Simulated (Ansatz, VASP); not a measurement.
# Cross-check of Ti (Titanium) between VASP and Ansatz, part 2 of 2

Aim: how closely do two programs agree when they are given the same cell, functional and k mesh? The cell is taken from a series of runs on this material, whose earlier steps may have relaxed, scaled, displaced or heated it; both programs get it as it stands.

VASP 6.6.1 and Ansatz 0.2.0.

So far: The starting structure; Ansatz: zone-centre phonons, LDA.

### 3. VASP: zone-centre phonons, LDA

Level of this step: LDA; plane waves and PAW (Ti_sv) (VASP).

The same cell, functional (in two slightly different forms), mesh and smearing now go to VASP, with its own data sets.

Lines of VASP's logs that name or quote its potential files are left out, and so is its time.

Input file INCAR:

```
SYSTEM = Ti
PREC = Accurate
ENCUT = 500
EDIFF = 1E-08
NELM = 120
ISMEAR = 1
SIGMA = 0.2
LREAL = .FALSE.
ALGO = Normal
GGA = PW92
NBANDS = 18
LASPH = .TRUE.
LORBIT = 11
LWAVE = .FALSE.
LCHARG = .FALSE.
ISIF = 2
IBRION = 8
GGA_COMPAT = .FALSE.
KPAR = 2
```

Input file POSCAR:

```
Ti
1.0
    2.9494884793      0.0000000000      0.0000000000
   -1.4747442396      2.5543319513      0.0000000000
    0.0000000000      0.0000000000      4.4183672848
Ti
2
Direct
    0.3333333334      0.6666666668      0.2500000000
    0.6666666668      0.3333333334      0.7500000000
```

Input file KPOINTS:

```
Automatic mesh
0
Gamma
18 18 12
0 0 0
```

PAW data sets: Ti_sv (LDA family, release 64).

Launch:

```
mpirun -np 2 vasp_std
```

Numbers of over 12 decimals in the logs are rounded to 6 here.

Log:

```text
[banner, memory and clock lines left out]
running    2 mpi-ranks, on    1 nodes
 distrk:  each k-point on    1 cores,    2 groups
 distr:  one band on    1 cores,    1 groups

 POSCAR found type information on POSCAR Ti
 POSCAR found :  1 types and       2 ions
|                                                                             |
|               ----> ADVICE to this user running VASP <----                  |
|                                                                             |
|     You enforced a specific xc type in the INCAR file but a different       |
|     [... a line on the potential file left out ...]
|     I HOPE YOU KNOW WHAT YOU ARE DOING!                                     |
|                                                                             |

 LDA part: xc-table for (Slater(with rela. corr.)+PW92), standard interpolation
 POSCAR, INCAR and KPOINTS ok, starting setup
 FFT: planning ... GRIDC
 FFT: planning ... GRID_SOFT
 FFT: planning ... GRID
 WAVECAR not read
 entering main loop
       N       E                     dE             d eps       ncg     rms          rms(c)
DAV:   1     0.254857614205E+03    0.25486E+03   -0.12992E+04  9324   0.163E+03
DAV:   2     0.105261915560E+02   -0.24433E+03   -0.24125E+03  9492   0.452E+02
DAV:   3    -0.179082808416E+02   -0.28434E+02   -0.28109E+02 17662   0.126E+02
DAV:   4    -0.190013610391E+02   -0.10931E+01   -0.10924E+01 10654   0.262E+01
DAV:   5    -0.190538185382E+02   -0.52457E-01   -0.52449E-01 14572   0.403E+00    0.121E+01
DAV:   6    -0.170446997866E+02    0.20091E+01   -0.74973E+00 11056   0.280E+01    0.310E+00
DAV:   7    -0.170231017705E+02    0.21598E-01   -0.73526E-01 14138   0.618E+00    0.202E+00
DAV:   8    -0.170474784536E+02   -0.24377E-01   -0.22551E-01 10858   0.596E+00    0.744E-01
DAV:   9    -0.170382322273E+02    0.92462E-02   -0.50127E-02 10938   0.249E+00    0.729E-02
DAV:  10    -0.170386393124E+02   -0.40709E-03   -0.28476E-03 13616   0.356E-01    0.956E-02
DAV:  11    -0.170386790801E+02   -0.39768E-04   -0.24928E-04 11390   0.127E-01    0.366E-02
DAV:  12    -0.170386694344E+02    0.96457E-05   -0.34226E-05 11624   0.554E-02    0.745E-03
DAV:  13    -0.170386690926E+02    0.34181E-06   -0.25623E-06 11514   0.146E-02    0.152E-03
DAV:  14    -0.170386692355E+02   -0.14290E-06   -0.19014E-07 11860   0.336E-03    0.601E-04
DAV:  15    -0.170386692967E+02   -0.61202E-07   -0.68118E-08 12036   0.154E-03    0.109E-04
DAV:  16    -0.170386692809E+02    0.15802E-07   -0.31964E-09  5450   0.467E-04    0.112E-04
DAV:  17    -0.170386692824E+02   -0.15098E-08   -0.45639E-10  5316   0.229E-04
   1 F= -.17038669E+02 E0= -.17040088E+02  d E =0.425726E-02
 Linear response reoptimize wavefunctions to high precision
DAV:   1    -0.170386692820E+02    0.34197E-09   -0.12955E-10  5376   0.853E-05
DAV:   2    -0.170386692820E+02    0.22283E-10   -0.58032E-11  5210   0.516E-05
 Linear response DOF=           2
 Linear response progress:
  Degree of freedom:   1/  2
       N       E                     dE             d eps       ncg     rms          rms(c)
RMM:   1    -0.567202518710E+00   -0.56720E+00    0.28847E+01 41479   0.137E+02
RMM:   2    -0.545621943816E+00    0.21581E-01   -0.33980E-01 75434   0.473E+00    0.277E-01
RMM:   3    -0.542399900324E+00    0.32220E-02   -0.19395E-02 84995   0.126E+00    0.123E-01
RMM:   4    -0.542917956132E+00   -0.51806E-03   -0.85799E-03 99335   0.557E-01    0.153E-02
RMM:   5    -0.543638983135E+00   -0.72103E-03   -0.14834E-03104058   0.211E-01    0.105E-02
RMM:   6    -0.544417975051E+00   -0.77899E-03   -0.69790E-04102447   0.104E-01    0.438E-03
RMM:   7    -0.544709308369E+00   -0.29133E-03   -0.12548E-04102303   0.483E-02    0.152E-03
RMM:   8    -0.544740573835E+00   -0.31265E-04   -0.44808E-05105638   0.252E-02    0.150E-03
RMM:   9    -0.544822246287E+00   -0.81672E-04   -0.80816E-06 99909   0.140E-02    0.406E-04
RMM:  10    -0.544825521029E+00   -0.32747E-05   -0.13200E-05107070   0.739E-03    0.119E-04
RMM:  11    -0.544823817646E+00    0.17034E-05   -0.39135E-06105944   0.421E-03    0.128E-04
RMM:  12    -0.544828494088E+00   -0.46764E-05   -0.10100E-05103990   0.255E-03    0.562E-05
RMM:  13    -0.544833208062E+00   -0.47140E-05   -0.56842E-06100909   0.171E-03    0.796E-05
RMM:  14    -0.544829653299E+00    0.35548E-05   -0.66378E-06101832   0.119E-03    0.290E-05
RMM:  15    -0.544829694779E+00   -0.41480E-07   -0.42585E-06107308   0.863E-04    0.275E-05
RMM:  16    -0.544829656301E+00    0.38478E-07   -0.41308E-06105120   0.653E-04    0.404E-05
RMM:  17    -0.544830467233E+00   -0.81093E-06   -0.28801E-06 98353   0.540E-04    0.231E-05
RMM:  18    -0.544830552004E+00   -0.84770E-07   -0.29616E-06105168   0.447E-04    0.233E-05
RMM:  19    -0.544830568959E+00   -0.16956E-07   -0.20751E-06107692   0.384E-04    0.245E-05
RMM:  20    -0.544830579841E+00   -0.10882E-07   -0.18295E-06104556   0.336E-04    0.276E-05
 first order change of Fermi-energy   0.77203E-04
 force on displaced ion       1 direction 1 :  -1.334   0.000   0.000
 Linear response progress:
  Degree of freedom:   2/  2
       N       E                     dE             d eps       ncg     rms          rms(c)
RMM:   1    -0.631207143526E+00   -0.63121E+00    0.34370E+01 14261   0.139E+02
RMM:   2    -0.600423239943E+00    0.30784E-01   -0.33813E-01 26290   0.475E+00    0.284E-01
RMM:   3    -0.598682243674E+00    0.17410E-02   -0.23863E-02 28969   0.128E+00    0.123E-01
RMM:   4    -0.600127381515E+00   -0.14451E-02   -0.96634E-03 33408   0.559E-01    0.365E-02
RMM:   5    -0.600620843633E+00   -0.49346E-03   -0.18604E-03 31910   0.230E-01    0.233E-02
RMM:   6    -0.601125582565E+00   -0.50474E-03   -0.83812E-04 34316   0.125E-01    0.116E-02
RMM:   7    -0.601436726546E+00   -0.31114E-03   -0.13765E-04 34761   0.556E-02    0.771E-03
RMM:   8    -0.601970048662E+00   -0.53332E-03   -0.45373E-05 31000   0.347E-02    0.244E-03
RMM:   9    -0.601987080256E+00   -0.17032E-04   -0.16761E-05 34405   0.179E-02    0.113E-03
RMM:  10    -0.601968356193E+00    0.18724E-04   -0.71209E-06 35085   0.987E-03    0.195E-04
RMM:  11    -0.601967017930E+00    0.13383E-05   -0.35240E-06 35872   0.585E-03    0.193E-04
RMM:  12    -0.601972721704E+00   -0.57038E-05   -0.55631E-06 35321   0.374E-03    0.952E-05
RMM:  13    -0.601976014835E+00   -0.32931E-05   -0.34912E-06 36061   0.252E-03    0.516E-05
RMM:  14    -0.601974977232E+00    0.10376E-05   -0.32860E-06 35867   0.176E-03    0.222E-05
[...]
RMM:  28    -0.601976145681E+00   -0.38461E-07   -0.48523E-07 31567   0.354E-04    0.651E-06
RMM:  29    -0.601976159559E+00   -0.13878E-07   -0.45290E-07 34906   0.337E-04    0.774E-06
RMM:  30    -0.601976172402E+00   -0.12843E-07   -0.38771E-07 32329   0.324E-04    0.852E-06
RMM:  31    -0.601976170637E+00    0.17650E-08   -0.38113E-07 30630   0.312E-04    0.979E-06
RMM:  32    -0.601976163047E+00    0.75897E-08   -0.39248E-07 30598   0.301E-04    0.111E-05
RMM:  33    -0.601976164870E+00   -0.18231E-08   -0.36318E-07 30004   0.291E-04    0.116E-05
RMM:  34    -0.601976175420E+00   -0.10550E-07   -0.33493E-07 30770   0.283E-04    0.120E-05
RMM:  35    -0.601976177751E+00   -0.23310E-08   -0.28643E-07 30785   0.273E-04    0.126E-05
 first order change of Fermi-energy  -0.93233E-04
 force on displaced ion       1 direction 3 :  -0.000   0.000  -4.716
 Linear response finished
```

Parts of OUTCAR (step 3):

```text
ion  position               nearest neighbor table
   1  0.333  0.667  0.250-   2 2.79   2 2.79   2 2.79   2 2.79   2 2.79   2 2.79
   2  0.667  0.333  0.750-   1 2.79   1 2.79   1 2.79   1 2.79   1 2.79   1 2.79

  LATTYP: Found a hexagonal cell.
 ALAT       =     2.9494884793
 C/A-ratio  =     1.4980113724

 Subroutine GETGRP returns: Found 24 space group operations
 (whereof 12 operations were pure point group operations)

The static configuration has the point symmetry D_3d.
 The point group associated with its full space group is D_6h.

 Found    259 irreducible k-points:

   k-points           NKPTS =    259   k-points in BZ     NKDIM =    259   number of bands    NBANDS=     18

   dimension x,y,z NGX =    24 NGY =   24 NGZ =   32
   dimension x,y,z NGXF=    48 NGYF=   48 NGZF=   64

   ENCUT  =  500.0 eV  36.75 Ry    6.06 a.u.   5.38  5.38  8.06*2*pi/ulx,y,z

   NELECT =      24.0000    total number of electrons

 k-points in reciprocal lattice and weights: Automatic mesh
   0.00000000  0.00000000  0.00000000       0.000
   0.05555556 -0.00000000  0.00000000       0.002
   0.11111111 -0.00000000  0.00000000       0.002
   0.16666667 -0.00000000  0.00000000       0.002
   0.22222222 -0.00000000  0.00000000       0.002
   0.27777778 -0.00000000  0.00000000       0.002
   0.33333333 -0.00000000  0.00000000       0.002
   0.38888889 -0.00000000  0.00000000       0.002
   0.44444444 -0.00000000  0.00000000       0.002
[...]
0.33333333  0.27777778  0.50000000       0.003
   0.33333333  0.33333333  0.50000000       0.001

 average (electrostatic) potential at core
       1 -72.0544       2 -72.0544

  Total       -1.2296544     -1.2296544     -0.0607355     -0.0000000     -0.0000000      0.0000000
  in kB      -59.1844728    -59.1844728     -2.9232577     -0.0000000     -0.0000000      0.0000000
  external PRESSURE =     -40.4307345 kB  Pullay stress =       0.0000000 kB

  energy-cutoff  :      500.00
  volume of cell :       33.29
      direct lattice vectors                 reciprocal lattice vectors
     2.949488479  0.000000000  0.000000000     0.339041840  0.195745897  0.000000000
    -1.474744240  2.554331951  0.000000000     0.000000000  0.391491795  0.000000000
     0.000000000  0.000000000  4.418367285     0.000000000  0.000000000  0.226327948

 POSITION                                       TOTAL-FORCE (eV/Angst)
 -----------------------------------------------------------------------------------
      0.00000      1.70289      1.10459         0.000000     -0.000000      0.000000
      1.47474      0.85144      3.31378        -0.000000      0.000000      0.000000
 -----------------------------------------------------------------------------------
    total drift:                               -0.000000     -0.000000      0.000000

 Eigenvectors and eigenvalues of the dynamical matrix
 ----------------------------------------------------

   1 f  =    6.939020 THz    43.599150 2PiTHz  231.460800 cm-1    28.697469 meV
             X         Y         Z           dx          dy          dz
      0.000000  1.702888  1.104592    -0.000000   -0.000000    0.707107
      1.474744  0.851444  3.313775     0.000000   -0.000000   -0.707107

   2 f  =    3.690224 THz    23.186359 2PiTHz  123.092613 cm-1    15.261532 meV
             X         Y         Z           dx          dy          dz
      0.000000  1.702888  1.104592    -0.250077   -0.661409   -0.000000
      1.474744  0.851444  3.313775     0.250077    0.661409   -0.000000

   3 f  =    3.690224 THz    23.186359 2PiTHz  123.092613 cm-1    15.261532 meV
             X         Y         Z           dx          dy          dz
      0.000000  1.702888  1.104592    -0.661409    0.250077    0.000000
      1.474744  0.851444  3.313775     0.661409   -0.250077    0.000000

   4 f  =    0.000000 THz     0.000000 2PiTHz    0.000001 cm-1     0.000000 meV
             X         Y         Z           dx          dy          dz
      0.000000  1.702888  1.104592     0.707107    0.000002    0.000000
      1.474744  0.851444  3.313775     0.707107    0.000002    0.000000

   5 f/i=    0.000000 THz     0.000000 2PiTHz    0.000001 cm-1     0.000000 meV
             X         Y         Z           dx          dy          dz
      0.000000  1.702888  1.104592     0.000002   -0.707105   -0.001672
      1.474744  0.851444  3.313775     0.000002   -0.707105   -0.001672

   6 f/i=    0.000000 THz     0.000001 2PiTHz    0.000003 cm-1     0.000000 meV
             X         Y         Z           dx          dy          dz
      0.000000  1.702888  1.104592     0.000000   -0.001672    0.707105
      1.474744  0.851444  3.313775     0.000000   -0.001672    0.707105

 ELASTIC MODULI CONTR FROM IONIC RELAXATION (kBar)
 Direction    XX          YY          ZZ          XY          YZ          ZX
 --------------------------------------------------------------------------------
 XX        -278.1207    278.1207     -0.0000     -0.0000      0.0000     -0.0000
 YY         278.1207   -278.1207      0.0000     -0.0000      0.0000     -0.0000
 ZZ          -0.0000      0.0000     -0.0000      0.0000      0.0000      0.0000
 XY          -0.0000     -0.0000      0.0000   -278.1207      0.0000      0.0000
 YZ           0.0000      0.0000      0.0000      0.0000      0.0000      0.0000
 ZX          -0.0000     -0.0000      0.0000      0.0000      0.0000     -0.0000
 --------------------------------------------------------------------------------
```

### 4. Comparison

Known differences besides the potentials themselves: the cutoff is 420 eV in Ansatz and 500 eV in VASP; VASP's log shows a relativistic correction to its local exchange, Ansatz's none. Total energies have different zeros and are not compared.

Both answers:

| quantity | Ansatz | VASP | difference |
| --- | --- | --- | --- |
| optical mode 1 to 2 (cm⁻¹) | 123.4 | 123.1 | +0.23 % |
| optical mode 3 (cm⁻¹) | 231.3 | 231.5 | -0.07 % |

Modes are paired by rising frequency, not by their patterns, so a pair may set unlike modes beside each other; they are those without the splitting of longitudinal modes.

### 5. What came out

- r.m.s. difference of the optical zone-centre modes, each program's sorted by frequency (zone-centre phonons, LDA): 0.25 cm⁻¹

The r.m.s. difference of the optical zone-centre modes, each program's sorted by frequency is 0.25 cm⁻¹ (zone-centre phonons, LDA). How closely two codes agree says nothing of how well the functional describes the real material.

[Lines on the potential files, build, host, timing and source positions are cut from VASP's logs without a mark.]

[Logs are printed without paths, hosts, clocks, repeated set-up lines and the standing remarks that a program may print on its own settings, such as how far it seeks lower states.]

[Hosts, paths, dates, database ids (printed as entryN), source tags and the programs' standing remarks are cut or masked in the printed files.]
